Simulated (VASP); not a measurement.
Consider the following.

```yaml
crystal:
  lattice:
    - [3.58113, 0.00000, 0.00000]
    - [-1.79056, 3.10135, 0.00000]
    - [0.00000, 0.00000, 16.94733]
  atoms:
    - { symbol: Zr, position: [0.00000, 0.00000, 0.50000] }
    - { symbol: S, position: [0.33333, 0.66667, 0.58696] }
    - { symbol: S, position: [0.66667, 0.33333, 0.41304] }
```

Method: PBE GGA, VASP's PBE PAW potentials (set 64) (plane waves; VASP 6.6.1). Run with 300 eV cut-off, 7×7×1 Γ-centred mesh, Fermi-Dirac smearing of 0.10 eV, potentials Zr_sv S.

The cell holds a wide vacuum, so values per volume refer to the whole cell.

Predict the energy per atom (σ→0), largest force.

The energy per atom (σ→0) is -7.118 eV/atom and the largest force is 0.296 eV/Å.

Only differences to runs with the same potentials and settings are physical.

The cell is a sheet with vacuum, built from a generated structure.
